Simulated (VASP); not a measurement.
Set up this calculation in VASP 6.6.1, as the native input.

```yaml
Task: single point
Functional: r2SCAN
Potentials_or_basis: VASP PAW PBE potentials, release 64 (Te, Pb_d)
Cutoff: 520 eV
k_mesh: 7 × 7 × 7
Occupations: fermi-dirac, width 0.1 eV
Spin: no spin polarisation
Dipole_correction: no
Further_INCAR_settings: ALGO = Normal; EDIFF = 1e-06; NBANDS = 17
```

The system is TePb.

```xyz
2
Lattice="0.0000 3.2464 3.2464 3.2464 0.0000 3.2464 3.2464 3.2464 0.0000" Properties=species:S:1:pos:R:3 pbc="T T T"
Te    3.2464    3.2464    3.2464
Pb    0.0000    0.0000    0.0000
```

These files were run (other wordings do the same):

POSCAR

```
TePb
1.0
    0.0000000000      3.2464343100      3.2464343100
    3.2464343100      0.0000000000      3.2464343100
    3.2464343100      3.2464343100      0.0000000000
Te Pb
1 1
Direct
    0.5000000000      0.5000000000      0.5000000000
    0.0000000000      0.0000000000      0.0000000000
```

INCAR.step1

```
SYSTEM = TePb
PREC = Accurate ; ENCUT = 520
ISMEAR = -1 ; SIGMA = 0.1
LREAL = .FALSE. ; LASPH = .TRUE.
NELM = 100 ; NBANDS = 17
GGA = PE ; ALGO = Normal
EDIFF = 1E-4 ; LWAVE = .TRUE.
LCHARG = .FALSE.
```

INCAR.step2

```
SYSTEM = TePb
PREC = Accurate ; ENCUT = 520
EDIFF = 1E-6 ; ISMEAR = -1
SIGMA = 0.1 ; LREAL = .FALSE.
LASPH = .TRUE. ; NELM = 100
ALGO = Normal ; ISIF = 2
LWAVE = .FALSE. ; LCHARG = .FALSE.
METAGGA = R2SCAN ; LMIXTAU = .TRUE.
NBANDS = 17 ; ISTART = 1
```

KPOINTS

```
Automatic mesh
0
G
  7 7 7
  0 0 0
```

Potentials or basis: VASP PAW PBE potentials, release 64 (Te, Pb_d).

Run with:

```sh
$ cat potpaw_PBE.64/Te/POTCAR potpaw_PBE.64/Pb_d/POTCAR > POTCAR
$ cp INCAR.step1 INCAR
$ mpirun -np 1 vasp_std > vasp.out
$ cp INCAR.step2 INCAR
$ mpirun -np 1 vasp_std > vasp.out
```

It gave:

```
Pressure : 0.8 GPa
```

Caveat: the PAW data sets were made with another functional, which shifts forces and pressure a little.

It took 64 s on 1 thread of Intel(R) Xeon(R) Platinum 8375C CPU @ 2.90GHz (Ice Lake) (shared host), peak memory 0.22 GiB.
